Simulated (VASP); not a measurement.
Output of a VASP run:

### OSZICAR
```
       N       E                     dE             d eps       ncg     rms          rms(c)
DAV:   1     0.687223422536E+02    0.68722E+02   -0.66097E+03   840   0.126E+03
DAV:   2    -0.161550974542E+02   -0.84877E+02   -0.79220E+02   848   0.249E+02
DAV:   3    -0.205916674445E+02   -0.44366E+01   -0.42363E+01  1120   0.647E+01
DAV:   4    -0.206980899357E+02   -0.10642E+00   -0.10624E+00   988   0.962E+00
DAV:   5    -0.207015137887E+02   -0.34239E-02   -0.34234E-02  1140   0.177E+00    0.145E+01
DAV:   6    -0.243318388406E+02   -0.36303E+01   -0.41236E+01  1072   0.137E+02    0.179E+01
DAV:   7    -0.192967411632E+02    0.50351E+01   -0.17241E+01  1108   0.107E+02    0.349E+00
DAV:   8    -0.193245168445E+02   -0.27776E-01   -0.10693E+00  1000   0.891E+00    0.191E+00
DAV:   9    -0.192894056629E+02    0.35111E-01   -0.10895E-01  1084   0.698E+00    0.448E-01
DAV:  10    -0.192894481334E+02   -0.42470E-04   -0.59055E-03  1036   0.825E-01    0.573E-02
DAV:  11    -0.192894367290E+02    0.11404E-04   -0.27973E-04  1244   0.266E-01    0.377E-02
DAV:  12    -0.192894581755E+02   -0.21447E-04   -0.45666E-05   904   0.667E-02    0.238E-02
DAV:  13    -0.192894583215E+02   -0.14601E-06   -0.24643E-06  1008   0.136E-02
   1 F= -.19289458E+02 E0= -.19289281E+02  d E =-.192895E+02
       N       E                     dE             d eps       ncg     rms          rms(c)
DAV:   1    -0.192984868479E+02   -0.90287E-02   -0.10406E-01   952   0.654E+00    0.888E-01
DAV:   2    -0.193269200844E+02   -0.28433E-01   -0.29084E-01  1140   0.117E+01    0.161E+00
DAV:   3    -0.192896209237E+02    0.37299E-01   -0.14941E-01  1120   0.840E+00    0.167E-01
DAV:   4    -0.192894325714E+02    0.18835E-03   -0.22849E-03   876   0.465E-01    0.523E-02
DAV:   5    -0.192894080979E+02    0.24474E-04   -0.11094E-04  1272   0.187E-01    0.173E-02
DAV:   6    -0.192894064377E+02    0.16602E-05   -0.76304E-06  1188   0.315E-02    0.317E-03
DAV:   7    -0.192894065068E+02   -0.69108E-07   -0.33799E-07   492   0.985E-03
   2 F= -.19289407E+02 E0= -.19289246E+02  d E =0.518147E-04
       N       E                     dE             d eps       ncg     rms          rms(c)
DAV:   1    -0.192921684966E+02   -0.27621E-02   -0.28556E-02   960   0.341E+00    0.470E-01
DAV:   2    -0.193000466879E+02   -0.78782E-02   -0.80347E-02  1112   0.616E+00    0.835E-01
DAV:   3    -0.192897156112E+02    0.10331E-01   -0.41309E-02  1116   0.451E+00    0.812E-02
DAV:   4    -0.192896827083E+02    0.32903E-04   -0.72191E-04   856   0.220E-01    0.329E-02
DAV:   5    -0.192896709239E+02    0.11784E-04   -0.39184E-05  1204   0.123E-01    0.108E-02
DAV:   6    -0.192896705242E+02    0.39969E-06   -0.34121E-06   748   0.217E-02
   3 F= -.19289671E+02 E0= -.19289502E+02  d E =-.212203E-03
```

**OUTCAR**
```
------------------------ aborting loop because EDIFF is reached ----------------------------------------
  FORCE on cell =-STRESS in cart. coord.  units (eV):
  Direction    XX          YY          ZZ          XY          YZ          ZX
  --------------------------------------------------------------------------------------
  Total        0.0000059      0.0000059      0.0000059      0.0000000      0.0000000      0.0000000
  in kB        0.0002437      0.0002437      0.0002437      0.0000000      0.0000000      0.0000000
  external PRESSURE =       0.0002437 kB  Pullay stress =       0.0000000 kB
  volume of cell :       38.48
      direct lattice vectors                 reciprocal lattice vectors
    -0.000000000  2.679577699  2.679577699    -0.186596567  0.186596567  0.186596567
     2.679577699 -0.000000000  2.679577699     0.186596567 -0.186596567  0.186596567
     2.679577699  2.679577699 -0.000000000     0.186596567  0.186596567 -0.186596567
 POSITION                                       TOTAL-FORCE (eV/Angst)
 -----------------------------------------------------------------------------------
      0.00000      0.00000      0.00000         0.000000     -0.000000     -0.000000
      1.33979      1.33979      1.33979        -0.000000     -0.000000     -0.000000
      4.01937      4.01937      4.01937         0.000000      0.000000      0.000000
 -----------------------------------------------------------------------------------
    total drift:                               -0.000000     -0.000000      0.000000
  FREE ENERGIE OF THE ION-ELECTRON SYSTEM (eV)
  ---------------------------------------------------
  free  energy   TOTEN  =       -19.2896705242 eV

  energy  without entropy=      -19.2891636579  energy(sigma->0) =      -19.28950157

 reached required accuracy - stopping structural energy minimisation
```
(Selected blocks of OUTCAR.)

### POSCAR
```
CoSi2
1
   -0.0000000000     2.6767540147     2.6767540147
    2.6767540147    -0.0000000000     2.6767540147
    2.6767540147     2.6767540147     0.0000000000
Co Si
1 2
Direct
  0.0000000000   0.0000000000   0.0000000000
  0.2500000000   0.2500000000   0.2500000000
  0.7500000000   0.7500000000   0.7500000000
```

Task: Write an INCAR and KPOINTS that could have produced this output.

Result: This is not unique; one that fits is the input of the run itself, PBE GGA, plane waves, VASP's PBE PAW potentials (set 64).

### INCAR
```
ALGO = Normal
EDIFF = 1E-6
EDIFFG = -0.02
ENCUT = 480
GGA = PE
IBRION = 2
ISIF = 3
ISMEAR = 1
LASPH = .True.
LCHARG = .False.
LMAXMIX = 4
LREAL = .False.
LWAVE = .False.
NELM = 100
NSW = 60
PREC = Accurate
SIGMA = 0.1
SYSTEM = CoSi2
```

File KPOINTS:
```
Automatic mesh
0
Gamma
9 9 9
0 0 0
```

POTCAR, in this order: Co Si (PBE.64 set). Program: vasp_std.

The compound is CoSi2 in the fluorite structure. This run relaxes it. Symmetry was kept, so distortions that lower it aren't found. The start is the result of an earlier pass. The run is not spin-polarised, so no magnetic state was tried. The electron count is odd and the run is not spin-polarised, which forces a metal.
